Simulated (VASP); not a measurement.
Calculation: revPBE GGA, VASP's PBE PAW potentials (set 64) (plane waves; VASP).

The input files of a VASP run:

KPOINTS:
```
k-points along high-symmetry lines
10
Line-mode
Reciprocal
  0.000000   0.000000   0.000000 ! GAMMA
  0.500000   0.000000   0.000000 ! M

  0.500000   0.000000   0.000000 ! M
  0.333333   0.333333   0.000000 ! K

  0.333333   0.333333   0.000000 ! K
  0.000000   0.000000   0.000000 ! GAMMA

  0.000000   0.000000   0.000000 ! GAMMA
  0.000000   0.000000   0.500000 ! A

  0.000000   0.000000   0.500000 ! A
  0.500000   0.000000   0.500000 ! L

  0.500000   0.000000   0.500000 ! L
  0.333333   0.333333   0.500000 ! H

  0.333333   0.333333   0.500000 ! H
  0.000000   0.000000   0.500000 ! A

  0.500000   0.000000   0.500000 ! L
  0.500000   0.000000   0.000000 ! M

  0.333333   0.333333   0.500000 ! H
  0.333333   0.333333   0.000000 ! K
```

### INCAR
```
# general
SYSTEM  = MgI2
PREC    = Accurate
ENCUT   = 520
LREAL   = .False.
LASPH   = .True.
ICHARG  = 11

# electronic loop
EDIFF   = 1E-7
NELM    = 100
ALGO    = Normal
LMAXMIX = 4

# smearing
ISMEAR  = 0
SIGMA   = 0.05

# functional
GGA     = RE

# output
LWAVE   = .False.
LCHARG  = .False.
LORBIT  = 11
```

POSCAR:
```
MgI2
1
    2.1311537164    -3.6912660591     0.0000000000
    2.1311537164     3.6912660591    -0.0000000000
    0.0000000000    -0.0000000000     8.7424749383
Mg I
1 2
Direct
  0.0000000000   0.0000000000   1.0000000000
  0.3333330000   0.6666670000   0.1917340556
  0.6666670000   0.3333330000   0.8082659444
```

POTCAR, in this order: Mg I (PBE.64 set). Program: vasp_std. Read from the step before: CHGCAR.

Output of the run:

File OSZICAR:
```
       N       E                     dE             d eps       ncg     rms          rms(c)
DAV:   1     0.859553814127E+02    0.85955E+02   -0.56004E+03  2160   0.101E+03
DAV:   2     0.105160542167E+01   -0.84904E+02   -0.79036E+02  3220   0.150E+02
DAV:   3    -0.643942940363E+01   -0.74910E+01   -0.74549E+01  2692   0.521E+01
DAV:   4    -0.662566603395E+01   -0.18624E+00   -0.18619E+00  2900   0.101E+01
DAV:   5    -0.662912530415E+01   -0.34593E-02   -0.34590E-02  2836   0.145E+00
DAV:   6    -0.662924857840E+01   -0.12327E-03   -0.12327E-03  3108   0.235E-01
DAV:   7    -0.662925066306E+01   -0.20847E-05   -0.20846E-05  2876   0.260E-02
DAV:   8    -0.662925074217E+01   -0.79103E-07   -0.79105E-07  2288   0.399E-03
   1 F= -.66292507E+01 E0= -.66292507E+01  d E =-.467518E-13
```

File OUTCAR:
```
 val. band max:       -0.0171106129   @ k =   0.0000   0.0000   0.0000

 cond. band min:       3.7112860922   @ k =   0.5000   0.0000   0.5000



 k-point     1 :       0.0000    0.0000    0.0000
  band No.  band energies     occupation
      1     -11.5828      2.00000
      2     -11.0999      2.00000
      3      -2.7294      2.00000
      4      -0.3762      2.00000
      5      -0.2793      2.00000
      6      -0.2793      2.00000
      7      -0.0171      2.00000
      8      -0.0171      2.00000
      9       3.8280      0.00000
     10       4.9733      0.00000
     11       6.5982      0.00000
     12       6.6824      0.00000

 k-point     2 :       0.0556    0.0000    0.0000
  band No.  band energies     occupation
      1     -11.5695      2.00000
      2     -11.0922      2.00000
      3      -2.7167      2.00000
      4      -0.4714      2.00000
      5      -0.3174      2.00000
      6      -0.3004      2.00000
      7      -0.1114      2.00000
      8      -0.0192      2.00000
      9       3.9408      0.00000
     10       5.0972      0.00000
     11       6.3348      0.00000
     12       6.7355      0.00000

 k-point     3 :       0.1111    0.0000    0.0000
  band No.  band energies     occupation
      1     -11.5306      2.00000
      2     -11.0702      2.00000
      3      -2.6822      2.00000
      4      -0.7679      2.00000
      5      -0.4143      2.00000
      6      -0.3766      2.00000
      7      -0.2881      2.00000
      8      -0.0358      2.00000
      9       4.2139      0.00000
     10       5.3908      0.00000
     11       6.0655      0.00000
     12       6.8818      0.00000

 k-point     4 :       0.1667    0.0000    0.0000
  band No.  band energies     occupation
      1     -11.4688      2.00000
      2     -11.0367      2.00000
      3      -2.6384      2.00000
      4      -1.1709      2.00000
      5      -0.6763      2.00000
      6      -0.5420      2.00000
      7      -0.3044      2.00000
...
```

The density is held fixed in this step, so its total energy and stress have no physical meaning. Without a dispersion term in the relaxation, distances and binding between the weakly bound layers, chains or molecules are unreliable, and so is what depends on them. Unless said otherwise, spin-orbit coupling is left out, though it shifts the bands of the heavy elements here.

The compound is MgI2 in the 1T layered structure. It was relaxed first, which changed the volume by +34 %.
